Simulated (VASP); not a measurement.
Input:

```
Pt3Ti
1.0
    3.92028     0.00000     0.00000
    0.00000     3.92028     0.00000
    0.00000     0.00000     3.92028
Ti Pt
1 3
Direct
  0.00000   0.00000   0.00000
  0.00000   0.50000   0.50000
  0.50000   0.00000   0.50000
  0.50000   0.50000   0.00000
```

Calculation: PBE GGA, VASP's PBE PAW potentials (set 64) (plane waves; VASP). Numerical set-up: 500 eV cut-off, 8×8×8 Γ-centred mesh, first-order Methfessel-Paxton smearing of 0.10 eV, potentials Ti_sv Pt.

Task: The ions, cell shape and volume at an external pressure of 10.0 GPa are relaxed. What does this cell relax into?

Result: 
```
Pt3Ti
1.0
    3.89636     0.00000     0.00000
    0.00000     3.89636     0.00000
    0.00000     0.00000     3.89636
Ti Pt
1 3
Cartesian
  0.00000   0.00000   0.00000
  0.00000   1.94818   1.94818
  1.94818   0.00000   1.94818
  1.94818   1.94818   0.00000
```
Space group Pm-3m (221), at a tolerance of 0.03 Å.

Task: How do energy and volume change from the first to the last step?

Result: The energy (σ→0) changes by +12.6 meV/atom and the volume by -1.8 %, in 3 ionic steps.

| step | E(σ→0) (eV) | max force (eV/Å) | pressure (GPa) | volume (Å³) |
|---|---|---|---|---|
| 1 | -29.5308 | 0.000 | 4.88 | 60.25 |
| 2 | -29.1463 | 0.000 | 26.66 | 56.15 |
| 3 | -29.4804 | 0.000 | 9.90 | 59.15 |

The compound is Pt3Ti in the L1_2 structure. This run relaxes it under an external pressure of 10 GPa. Symmetry was kept, so distortions that lower it aren't found.
